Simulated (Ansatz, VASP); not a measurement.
# Si3F4 in VASP and in Ansatz

```
CELL_PARAMETERS angstrom
0.00000 3.71410 3.71410
3.71410 0.00000 3.71410
3.71410 3.71410 0.00000
ATOMIC_POSITIONS crystal
Si 0.75000 0.75000 0.75000
Si 0.00000 0.00000 0.00000
Si 0.50000 0.50000 0.50000
F 0.20161 0.20161 0.20161
F 0.20161 0.20161 0.39516
F 0.20161 0.39516 0.20161
F 0.39516 0.20161 0.20161
```

Alike in both runs: task single point; functional PBE; k mesh 4 × 4 × 4; occupations gaussian, width 0.1 eV; collinear spin.

|  | VASP | Ansatz |
| --- | --- | --- |
| version | VASP 6.6.1 | Ansatz 0.2.0 |
| potentials or method | VASP PAW PBE potentials, release 64 (Si, F) | scalar-relativistic, plane waves, PAW |
| plane-wave cutoff (eV) | 520 | 420 |
| valence electrons in the cell | 40 | 40 |

|  | VASP | Ansatz | Ansatz less VASP |
| --- | --- | --- | --- |
| gap on the k mesh at the Fermi level (eV) | none | none | - |
| rms of the force components (eV/Å) | 97.424 | 80.168 | -17.2566 |
| net moment per atom (μB) | 0.00 | 0.00 | -0.002 |

Atom by atom the forces differ by 17.257 eV/Å (rms over components). A gap of «none» marks a metal or a gap that the smearing closes. The functional is the same, so the differences come from potentials, cutoffs and numerics. Ansatz warned: «seeded_moment_not_kept».

Caveats: the k mesh is coarse (spacing up to 0.37 Å⁻¹), so the values aren't converged; the standard files for N, O and F lose accuracy on very short bonds; forces of over 1 eV/Å show positions far from the minimum, so gaps and moduli don't describe the material at rest.
